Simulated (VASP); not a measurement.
# RPA total energies of MgS (Niningerite)

Wanted: where the RPA puts the energy minimum of MgS (Niningerite). The scan starts from a database cell, scaled to the smallest volume of the series. The cell is of the rock-salt type, one of the forms listed for this formula. The start is a cell from a database of measured crystal structures.

Method: PBE; plane waves and PAW (S_GW, Mg_GW), in the first sound run; inputs show where later runs differ, in VASP 6.6.1.

This is a report of a sequence of runs, with most program output left out.

### 1. Starting point

It takes space group Fm-3m (No. 225, cubic). Conventional cell: a = 5.097 Å, b = 5.097 Å, c = 5.097 Å, α = 90.00°, β = 90.00°, γ = 90.00°. Nearest to S lie 6 Mg at 2.55 Å. Nearest to Mg lie 6 S at 2.55 Å. Farther neighbours and most contacts between anions are not listed.

As a file:

```xyz
2
Lattice="0.0000 2.5485 2.5485 2.5485 0.0000 2.5485 2.5485 2.5485 0.0000" Properties=species:S:1:pos:R:3 pbc="T T T"
S     2.5485    2.5485    2.5485
Mg    0.0000    0.0000    0.0000
```

### 2. Orbitals, volume ratio 0.94

RPA gives no stress here, so the energy is scanned over volumes, at one cutoff and mesh. Volumes are given as ratios to a reference cell, and this first cell is that cell scaled to 0.94. Each point starts from PBE orbitals, tightly converged.

The input, INCAR:

```
SYSTEM = MgS
PREC = Accurate
ENCUT = 350
EDIFF = 1E-08
NELM = 100
ISMEAR = 0
SIGMA = 0.05
LREAL = .FALSE.
ALGO = Normal
GGA = PE
NBANDS = 10
LORBIT = 11
LWAVE = .TRUE.
LCHARG = .FALSE.
KPAR = 8
```

The input, POSCAR:

```
MgS
1.0
    0.0000000000      2.5485401997      2.5485401997
    2.5485401997      0.0000000000      2.5485401997
    2.5485401997      2.5485401997      0.0000000000
S Mg
1 1
Direct
    0.5000000000      0.5000000000      0.5000000000
    0.0000000000      0.0000000000      0.0000000000
```

The input, KPOINTS:

```
Automatic mesh
0
Gamma
4 4 4
0 0 0
```

The projector-augmented-wave data sets are S_GW and Mg_GW (PBE family, release 64).

Started as:

```bash
$ mpirun -np 8 vasp_std
```

Wall time 3.2 s (8 MPI ranks of Intel Xeon Platinum 8259CL at 2.50GHz (Skylake/Cascade Lake), shared host); peak memory 0.98 GiB.

The gap is read on the k-mesh alone, so it is an upper bound where the band edges lie off the mesh.

A gap read on the k-mesh alone can miss the band edges.

This step gave:

```
free energy (TOTEN)            : -8.406 eV
Fermi energy                   : 4.570 eV
pressure                       : 6.803 GPa
gap on the k-mesh              : 2.878 eV
least direct gap on the k-mesh : 4.205 eV
```

### 3. Exact exchange, volume ratio 0.94

This step: Hartree-Fock energy on PBE orbitals; plane waves and PAW (S_GW, Mg_GW) (VASP 6.6.1).

The Hartree-Fock energy is evaluated once on these orbitals (ALGO = Eigenval, NELM = 1), without letting them relax. It uses the mesh of the correlation step, and the total energy is their sum.

The input, INCAR:

```
SYSTEM = MgS
PREC = Accurate
ENCUT = 350
ISMEAR = 0
SIGMA = 0.05
LREAL = .FALSE.
GGA = PE
NBANDS = 10
ALGO = Eigenval
NELM = 1
LHFCALC = .TRUE.
AEXX = 1
ALDAC = 0
AGGAC = 0
PRECFOCK = Normal
LWAVE = .FALSE.
LCHARG = .FALSE.
```

POSCAR is that of step 2.

KPOINTS is that of step 2.

The WAVECAR or CHGCAR of an earlier step is read.

Started as:

```bash
$ mpirun -np 8 vasp_std
```

The job ended after 7.6 s (8 MPI ranks; peak memory 0.82 GiB).

The k-mesh is coarse for unscreened exact exchange, which converges slowly with it.

This step gave:

```yaml
free_energy_toten: -13.92 eV
```

The Hartree-Fock energy on these orbitals is -6.9584 eV an atom.

### 4. Empty bands, volume ratio 0.94

This step: PBE; plane waves and PAW (S_GW, Mg_GW) (VASP 6.6.1).

The next step needs empty bands that the ground-state run didn't converge, so the Hamiltonian is diagonalised exactly for NBANDS bands, in a single step. LOPTICS writes the k-derivatives of the orbitals (WAVEDER), which give the long-wavelength limit of the screening.

The input, INCAR:

```
SYSTEM = MgS
PREC = Accurate
ENCUT = 350
ISMEAR = 0
SIGMA = 0.05
LREAL = .FALSE.
GGA = PE
NBANDS = 528
ALGO = Exact
NELM = 1
LWAVE = .TRUE.
LCHARG = .FALSE.
LOPTICS = .TRUE.
NEDOS = 1000
CSHIFT = 0.1
```

POSCAR is that of step 3.

KPOINTS is that of step 3.

Started as:

```bash
$ mpirun -np 8 vasp_std
```

Wall time 4.2 s (8 MPI ranks); peak memory 0.96 GiB.

WAVECAR now holds 528 bands for 8 electrons. Its independent-particle dielectric tensor has xx, yy, zz = 7.1, 7.1, 7.1 on this mesh, which isn't tested for convergence in mesh or bands and lacks local fields.

### 5. RPA correlation, volume ratio 0.94

This step: RPA correlation on PBE orbitals; plane waves and PAW (S_GW, Mg_GW) (VASP 6.6.1).

The RPA correlation energy follows from the response function on imaginary frequencies; VASP computes it for a row of response cutoffs and extrapolates.

The input, INCAR:

```
SYSTEM = MgS
PREC = Accurate
ENCUT = 350
ISMEAR = 0
SIGMA = 0.05
LREAL = .FALSE.
GGA = PE
NBANDS = 528
ALGO = ACFDT
ENCUTGW = 200
NOMEGA = 12
PRECFOCK = Fast
LWAVE = .FALSE.
LCHARG = .FALSE.
```

POSCAR is that of step 4.

KPOINTS is that of step 4.

Started as:

```bash
$ mpirun -np 8 vasp_std
```

Wall time 44 s (8 MPI ranks); peak memory 1.4 GiB.

Numbers from this step:

```yaml
rpa_correlation_energy: -12.12 eV
```

Extrapolated by the program to an infinite response cutoff, the correlation energy is -6.0576 eV an atom. With exact exchange the total is -13.0160 eV an atom.

### 6. Comparison: r2SCAN, volume ratio 0.94

This step: r2SCAN; plane waves and PAW (S_GW, Mg_GW) (VASP 6.6.1).

For comparison the same cell is computed with r2SCAN.

The input, INCAR:

```
SYSTEM = MgS
PREC = Accurate
ENCUT = 350
EDIFF = 1E-06
NELM = 100
ISMEAR = 0
SIGMA = 0.05
LREAL = .FALSE.
ALGO = Normal
METAGGA = R2SCAN
LASPH = .TRUE.
NBANDS = 10
LWAVE = .FALSE.
LCHARG = .FALSE.
KPAR = 8
```

POSCAR is that of step 5.

KPOINTS is that of step 5.

Started as:

```bash
$ mpirun -np 8 vasp_std
```

Wall time 6.8 s (8 MPI ranks); peak memory 1 GiB; 49 s of CPU time.

The PAW data sets were made with PBE, which is usual practice but a small mismatch for other functionals.

Numbers from this step:

- free energy (TOTEN): -15.45 eV
- Fermi energy: 4.402 eV
- pressure: 5.387 GPa
- gap on the k-mesh: 3.544 eV
- least direct gap on the k-mesh: 5.158 eV

Its energy is -7.7229 eV an atom, on a zero of its own.

### 7. Orbitals for comparison: HSE06, volume ratio 0.94

This step: PBE; plane waves and PAW (S_GW, Mg_GW) (VASP 6.6.1).

A hybrid converges faster from good orbitals, so a cheap PBE run writes WAVECAR first.

The input, INCAR:

```
SYSTEM = MgS
PREC = Accurate
ENCUT = 350
EDIFF = 1E-05
NELM = 100
ISMEAR = 0
SIGMA = 0.05
LREAL = .FALSE.
ALGO = Normal
GGA = PE
NBANDS = 10
LORBIT = 11
LWAVE = .TRUE.
LCHARG = .FALSE.
KPAR = 8
```

POSCAR is that of step 6.

KPOINTS is that of step 6.

Started as:

```bash
$ mpirun -np 8 vasp_std
```

Run time: 2.2 s. Hardware: 8 MPI ranks; peak memory 0.98 GiB.

Numbers from this step:

- free energy (TOTEN): -8.406 eV
- Fermi energy: 4.57 eV
- pressure: 6.794 GPa
- gap on the k-mesh: 2.878 eV
- least direct gap on the k-mesh: 4.205 eV

The run ends at a pressure of 6.79 GPa.

### 8. Comparison: HSE06, volume ratio 0.94

This step: HSE06; plane waves and PAW (S_GW, Mg_GW) (VASP 6.6.1).

For comparison the same cell is computed with HSE06.

The input, INCAR:

```
SYSTEM = MgS
PREC = Accurate
ENCUT = 350
EDIFF = 1E-06
NELM = 100
ISMEAR = 0
SIGMA = 0.05
LREAL = .FALSE.
ALGO = Normal
LHFCALC = .TRUE.
AEXX = 0.25
GGA = PE
HFSCREEN = 0.2
LASPH = .TRUE.
NBANDS = 10
PRECFOCK = Fast
LWAVE = .FALSE.
LCHARG = .FALSE.
KPAR = 8
```

POSCAR is that of step 7.

KPOINTS is that of step 7.

The run starts from files that an earlier step left in the folder.

Started as:

```bash
$ mpirun -np 8 vasp_std
```

Run time: 12 s. Hardware: 8 MPI ranks; peak memory 1.7 GiB; 89 s of CPU time.

The k-mesh is coarse for exact exchange; levels may shift by about 0.1 eV on a finer one.

This step gave:

```yaml
free_energy_toten: -9.839 eV
fermi_energy: 3.952 eV
gap_on_the_k_mesh: 3.929 eV
least_direct_gap_on_the_k_mesh: 5.37 eV
```

Its energy is -4.9195 eV an atom, on a zero of its own.

### 9. Orbitals, volume ratio 0.97

This step: PBE; plane waves and PAW (S_GW, Mg_GW) (VASP 6.6.1).

The same chain follows at a volume ratio of 0.97.

The input, INCAR:

```
SYSTEM = MgS
PREC = Accurate
ENCUT = 350
EDIFF = 1E-08
NELM = 100
ISMEAR = 0
SIGMA = 0.05
LREAL = .FALSE.
ALGO = Normal
GGA = PE
NBANDS = 10
LORBIT = 11
LWAVE = .TRUE.
LCHARG = .FALSE.
KPAR = 8
```

The input, POSCAR:

```
MgS
1.0
    0.0000000000      2.5753689102      2.5753689102
    2.5753689102      0.0000000000      2.5753689102
    2.5753689102      2.5753689102      0.0000000000
S Mg
1 1
Direct
    0.5000000000      0.5000000000      0.5000000000
    0.0000000000      0.0000000000      0.0000000000
```

KPOINTS is that of step 8.

Started as:

```bash
$ mpirun -np 8 vasp_std
```

Elapsed: 2.6 s, on 8 MPI ranks; peak memory 1 GiB; 16 s of CPU time.

The run ends at a pressure of 3.81 GPa.

### 10. Exact exchange, volume ratio 0.97

This step: Hartree-Fock energy on PBE orbitals; plane waves and PAW (S_GW, Mg_GW) (VASP 6.6.1).

Exact exchange at this point.

The input, INCAR:

```
SYSTEM = MgS
PREC = Accurate
ENCUT = 350
ISMEAR = 0
SIGMA = 0.05
LREAL = .FALSE.
GGA = PE
NBANDS = 10
ALGO = Eigenval
NELM = 1
LHFCALC = .TRUE.
AEXX = 1
ALDAC = 0
AGGAC = 0
PRECFOCK = Normal
LWAVE = .FALSE.
LCHARG = .FALSE.
```

POSCAR is that of step 9.

KPOINTS is that of step 9.

The WAVECAR or CHGCAR of an earlier step is read.

Started as:

```bash
$ mpirun -np 8 vasp_std
```

Elapsed: 4.6 s, on 8 MPI ranks; peak memory 0.85 GiB; 32 s of CPU time.

The Hartree-Fock energy on these orbitals is -6.9837 eV an atom.

### 11. Empty bands, volume ratio 0.97

This step: PBE; plane waves and PAW (S_GW, Mg_GW) (VASP 6.6.1).

The empty bands are made again, for the run that follows.

The input, INCAR:

```
SYSTEM = MgS
PREC = Accurate
ENCUT = 350
ISMEAR = 0
SIGMA = 0.05
LREAL = .FALSE.
GGA = PE
NBANDS = 528
ALGO = Exact
NELM = 1
LWAVE = .TRUE.
LCHARG = .FALSE.
LOPTICS = .TRUE.
NEDOS = 1000
CSHIFT = 0.1
```

POSCAR is that of step 10.

KPOINTS is that of step 10.

Started as:

```bash
$ mpirun -np 8 vasp_std
```

It took 3.2 s on 8 MPI ranks; peak memory 0.94 GiB; 21 s of CPU time.

### 12. RPA correlation, volume ratio 0.97

This step: RPA correlation on PBE orbitals; plane waves and PAW (S_GW, Mg_GW) (VASP 6.6.1).

RPA correlation at this point.

The input, INCAR:

```
SYSTEM = MgS
PREC = Accurate
ENCUT = 350
ISMEAR = 0
SIGMA = 0.05
LREAL = .FALSE.
GGA = PE
NBANDS = 528
ALGO = ACFDT
ENCUTGW = 200
NOMEGA = 12
PRECFOCK = Fast
LWAVE = .FALSE.
LCHARG = .FALSE.
```

POSCAR is that of step 11.

KPOINTS is that of step 11.

Started as:

```bash
$ mpirun -np 8 vasp_std
```

Wall time 32 s (8 MPI ranks); peak memory 1.4 GiB; 4.2 min of CPU time.

Extrapolated by the program to an infinite response cutoff, the correlation energy is -6.0474 eV an atom, +10 meV against the point before. With exact exchange the total is -13.0310 eV an atom.

### 13. Comparison: r2SCAN, volume ratio 0.97

This step: r2SCAN; plane waves and PAW (S_GW, Mg_GW) (VASP 6.6.1).

The comparison at this point.

The input, INCAR:

```
SYSTEM = MgS
PREC = Accurate
ENCUT = 350
EDIFF = 1E-06
NELM = 100
ISMEAR = 0
SIGMA = 0.05
LREAL = .FALSE.
ALGO = Normal
METAGGA = R2SCAN
LASPH = .TRUE.
NBANDS = 10
LWAVE = .FALSE.
LCHARG = .FALSE.
KPAR = 8
```

POSCAR is that of step 12.

KPOINTS is that of step 12.

Started as:

```bash
$ mpirun -np 8 vasp_std
```

It took 7 s on 8 MPI ranks; peak memory 1 GiB; 51 s of CPU time.

Its energy is -7.7359 eV an atom, on a zero of its own.

### 14. Orbitals for comparison: HSE06, volume ratio 0.97

This step: PBE; plane waves and PAW (S_GW, Mg_GW) (VASP 6.6.1).

Starting orbitals, as before.

The input, INCAR:

```
SYSTEM = MgS
PREC = Accurate
ENCUT = 350
EDIFF = 1E-05
NELM = 100
ISMEAR = 0
SIGMA = 0.05
LREAL = .FALSE.
ALGO = Normal
GGA = PE
NBANDS = 10
LORBIT = 11
LWAVE = .TRUE.
LCHARG = .FALSE.
KPAR = 8
```

POSCAR is that of step 13.

KPOINTS is that of step 13.

Started as:

```bash
$ mpirun -np 8 vasp_std
```

Run time: 1.8 s. Hardware: 8 MPI ranks; peak memory 1 GiB; 8.7 s of CPU time.

The run ends at a pressure of 3.79 GPa.

### 15. Comparison: HSE06, volume ratio 0.97

This step: HSE06; plane waves and PAW (S_GW, Mg_GW) (VASP 6.6.1).

The input, INCAR:

```
SYSTEM = MgS
PREC = Accurate
ENCUT = 350
EDIFF = 1E-06
NELM = 100
ISMEAR = 0
SIGMA = 0.05
LREAL = .FALSE.
ALGO = Normal
LHFCALC = .TRUE.
AEXX = 0.25
GGA = PE
HFSCREEN = 0.2
LASPH = .TRUE.
NBANDS = 10
PRECFOCK = Fast
LWAVE = .FALSE.
LCHARG = .FALSE.
KPAR = 8
```

POSCAR is that of step 14.

KPOINTS is that of step 14.

The WAVECAR or CHGCAR of an earlier step is read.

Started as:

```bash
$ mpirun -np 8 vasp_std
```

Wall time 11 s (8 MPI ranks); peak memory 1.7 GiB; 84 s of CPU time.

Its energy is -4.9313 eV an atom, on a zero of its own.

### 16. Orbitals, volume ratio 1

This step: PBE; plane waves and PAW (S_GW, Mg_GW) (VASP 6.6.1).

The same chain follows at a volume ratio of 1.

The input, INCAR:

```
SYSTEM = MgS
PREC = Accurate
ENCUT = 350
EDIFF = 1E-08
NELM = 100
ISMEAR = 0
SIGMA = 0.05
LREAL = .FALSE.
ALGO = Normal
GGA = PE
NBANDS = 10
LORBIT = 11
LWAVE = .TRUE.
LCHARG = .FALSE.
KPAR = 8
```

The input, POSCAR:

```
MgS
1.0
    0.0000000000      2.6016500000      2.6016500000
    2.6016500000      0.0000000000      2.6016500000
    2.6016500000      2.6016500000      0.0000000000
S Mg
1 1
Direct
    0.5000000000      0.5000000000      0.5000000000
    0.0000000000      0.0000000000      0.0000000000
```

KPOINTS is that of step 15.

Started as:

```bash
$ mpirun -np 8 vasp_std
```

Wall time 2 s (8 MPI ranks); peak memory 0.99 GiB.

The run ends at a pressure of 1.23 GPa.

### 17. Exact exchange, volume ratio 1

This step: Hartree-Fock energy on PBE orbitals; plane waves and PAW (S_GW, Mg_GW) (VASP 6.6.1).

The input, INCAR:

```
SYSTEM = MgS
PREC = Accurate
ENCUT = 350
ISMEAR = 0
SIGMA = 0.05
LREAL = .FALSE.
GGA = PE
NBANDS = 10
ALGO = Eigenval
NELM = 1
LHFCALC = .TRUE.
AEXX = 1
ALDAC = 0
AGGAC = 0
PRECFOCK = Normal
LWAVE = .FALSE.
LCHARG = .FALSE.
```

POSCAR is that of step 16.

KPOINTS is that of step 16.

The run starts from files that an earlier step left in the folder.

Started as:

```bash
$ mpirun -np 8 vasp_std
```

The job ended after 4 s (8 MPI ranks; peak memory 0.83 GiB).

The Hartree-Fock energy on these orbitals is -6.9982 eV an atom.

### 18. Empty bands, volume ratio 1

This step: PBE; plane waves and PAW (S_GW, Mg_GW) (VASP 6.6.1).

The input, INCAR:

```
SYSTEM = MgS
PREC = Accurate
ENCUT = 350
ISMEAR = 0
SIGMA = 0.05
LREAL = .FALSE.
GGA = PE
NBANDS = 544
ALGO = Exact
NELM = 1
LWAVE = .TRUE.
LCHARG = .FALSE.
LOPTICS = .TRUE.
NEDOS = 1000
CSHIFT = 0.1
```

POSCAR is that of step 17.

KPOINTS is that of step 17.

Started as:

```bash
$ mpirun -np 8 vasp_std
```

It took 2.2 s on 8 MPI ranks; peak memory 0.93 GiB.

WAVECAR now holds 544 bands for 8 electrons.

### 19. RPA correlation, volume ratio 1

This step: RPA correlation on PBE orbitals; plane waves and PAW (S_GW, Mg_GW) (VASP 6.6.1).

The input, INCAR:

```
SYSTEM = MgS
PREC = Accurate
ENCUT = 350
ISMEAR = 0
SIGMA = 0.05
LREAL = .FALSE.
GGA = PE
NBANDS = 544
ALGO = ACFDT
ENCUTGW = 200
NOMEGA = 12
PRECFOCK = Fast
LWAVE = .FALSE.
LCHARG = .FALSE.
```

POSCAR is that of step 18.

KPOINTS is that of step 18.

Started as:

```bash
$ mpirun -np 8 vasp_std
```

It took 29 s on 8 MPI ranks; peak memory 1.4 GiB; 3.7 min of CPU time.

Extrapolated by the program to an infinite response cutoff, the correlation energy is -6.0372 eV an atom, +10 meV against the point before. With exact exchange the total is -13.0354 eV an atom.

### 20. Comparison: r2SCAN, volume ratio 1

This step: r2SCAN; plane waves and PAW (S_GW, Mg_GW) (VASP 6.6.1).

The input, INCAR:

```
SYSTEM = MgS
PREC = Accurate
ENCUT = 350
EDIFF = 1E-06
NELM = 100
ISMEAR = 0
SIGMA = 0.05
LREAL = .FALSE.
ALGO = Normal
METAGGA = R2SCAN
LASPH = .TRUE.
NBANDS = 10
LWAVE = .FALSE.
LCHARG = .FALSE.
KPAR = 8
```

POSCAR is that of step 19.

KPOINTS is that of step 19.

Started as:

```bash
$ mpirun -np 8 vasp_std
```

Wall time 6.6 s (8 MPI ranks); peak memory 1 GiB; 49 s of CPU time.

Its energy is -7.7395 eV an atom, on a zero of its own.

### 21. Orbitals for comparison: HSE06, volume ratio 1

This step: PBE; plane waves and PAW (S_GW, Mg_GW) (VASP 6.6.1).

The input, INCAR:

```
SYSTEM = MgS
PREC = Accurate
ENCUT = 350
EDIFF = 1E-05
NELM = 100
ISMEAR = 0
SIGMA = 0.05
LREAL = .FALSE.
ALGO = Normal
GGA = PE
NBANDS = 10
LORBIT = 11
LWAVE = .TRUE.
LCHARG = .FALSE.
KPAR = 8
```

POSCAR is that of step 20.

KPOINTS is that of step 20.

Started as:

```bash
$ mpirun -np 8 vasp_std
```

The job ended after 1.6 s (8 MPI ranks; peak memory 1 GiB; 8.2 s of CPU time).

The run ends at a pressure of 1.22 GPa.

### 22. Comparison: HSE06, volume ratio 1

This step: HSE06; plane waves and PAW (S_GW, Mg_GW) (VASP 6.6.1).

The input, INCAR:

```
SYSTEM = MgS
PREC = Accurate
ENCUT = 350
EDIFF = 1E-06
NELM = 100
ISMEAR = 0
SIGMA = 0.05
LREAL = .FALSE.
ALGO = Normal
LHFCALC = .TRUE.
AEXX = 0.25
GGA = PE
HFSCREEN = 0.2
LASPH = .TRUE.
NBANDS = 10
PRECFOCK = Fast
LWAVE = .FALSE.
LCHARG = .FALSE.
KPAR = 8
```

POSCAR is that of step 21.

KPOINTS is that of step 21.

The WAVECAR or CHGCAR of an earlier step is read.

Started as:

```bash
$ mpirun -np 8 vasp_std
```

It took 10 s on 8 MPI ranks; peak memory 1.7 GiB.

Its energy is -4.9341 eV an atom, on a zero of its own.

### 23. Orbitals, volume ratio 1.03

This step: PBE; plane waves and PAW (S_GW, Mg_GW) (VASP 6.6.1).

The same chain follows at a volume ratio of 1.03.

The input, INCAR:

```
SYSTEM = MgS
PREC = Accurate
ENCUT = 350
EDIFF = 1E-08
NELM = 100
ISMEAR = 0
SIGMA = 0.05
LREAL = .FALSE.
ALGO = Normal
GGA = PE
NBANDS = 10
LORBIT = 11
LWAVE = .TRUE.
LCHARG = .FALSE.
KPAR = 8
```

The input, POSCAR:

```
MgS
1.0
    0.0000000000      2.6274105862      2.6274105862
    2.6274105862      0.0000000000      2.6274105862
    2.6274105862      2.6274105862      0.0000000000
S Mg
1 1
Direct
    0.5000000000      0.5000000000      0.5000000000
    0.0000000000      0.0000000000      0.0000000000
```

KPOINTS is that of step 22.

Started as:

```bash
$ mpirun -np 8 vasp_std
```

Wall time 2 s (8 MPI ranks); peak memory 0.99 GiB.

The run ends at a pressure of -0.99 GPa.

### 24. Exact exchange, volume ratio 1.03

This step: Hartree-Fock energy on PBE orbitals; plane waves and PAW (S_GW, Mg_GW) (VASP 6.6.1).

The input, INCAR:

```
SYSTEM = MgS
PREC = Accurate
ENCUT = 350
ISMEAR = 0
SIGMA = 0.05
LREAL = .FALSE.
GGA = PE
NBANDS = 10
ALGO = Eigenval
NELM = 1
LHFCALC = .TRUE.
AEXX = 1
ALDAC = 0
AGGAC = 0
PRECFOCK = Normal
LWAVE = .FALSE.
LCHARG = .FALSE.
```

POSCAR is that of step 23.

KPOINTS is that of step 23.

The WAVECAR or CHGCAR of an earlier step is read.

Started as:

```bash
$ mpirun -np 8 vasp_std
```

It took 4 s on 8 MPI ranks; peak memory 0.82 GiB; 28 s of CPU time.

The Hartree-Fock energy on these orbitals is -7.0035 eV an atom.

### 25. Empty bands, volume ratio 1.03

This step: PBE; plane waves and PAW (S_GW, Mg_GW) (VASP 6.6.1).

The input, INCAR:

```
SYSTEM = MgS
PREC = Accurate
ENCUT = 350
ISMEAR = 0
SIGMA = 0.05
LREAL = .FALSE.
GGA = PE
NBANDS = 560
ALGO = Exact
NELM = 1
LWAVE = .TRUE.
LCHARG = .FALSE.
LOPTICS = .TRUE.
NEDOS = 1000
CSHIFT = 0.1
```

POSCAR is that of step 24.

KPOINTS is that of step 24.

Started as:

```bash
$ mpirun -np 8 vasp_std
```

Run time: 2.6 s. Hardware: 8 MPI ranks; peak memory 0.94 GiB.

WAVECAR now holds 560 bands for 8 electrons.

### 26. RPA correlation, volume ratio 1.03

This step: RPA correlation on PBE orbitals; plane waves and PAW (S_GW, Mg_GW) (VASP 6.6.1).

The input, INCAR:

```
SYSTEM = MgS
PREC = Accurate
ENCUT = 350
ISMEAR = 0
SIGMA = 0.05
LREAL = .FALSE.
GGA = PE
NBANDS = 560
ALGO = ACFDT
ENCUTGW = 200
NOMEGA = 12
PRECFOCK = Fast
LWAVE = .FALSE.
LCHARG = .FALSE.
```

POSCAR is that of step 25.

KPOINTS is that of step 25.

Started as:

```bash
$ mpirun -np 8 vasp_std
```

The job ended after 35 s (8 MPI ranks; peak memory 1.4 GiB; 4.6 min of CPU time).

Extrapolated by the program to an infinite response cutoff, the correlation energy is -6.0285 eV an atom, +9 meV against the point before. With exact exchange the total is -13.0320 eV an atom.

(Part 1 of 2 ends here.)

[Lines on the potential files, build, host, timing and source positions are cut from VASP's logs without a mark.]

[Logs are printed without paths, hosts, clocks, repeated set-up lines and the standing remarks that a program may print on its own settings, such as how far it seeks lower states.]

[Hosts, paths, dates, database ids (printed as entryN), source tags and the programs' standing remarks are cut or masked in the printed files.]

[Pressures printed for these runs are not shown converged in the cutoff: they can be off by several GPa and have the wrong sign.]
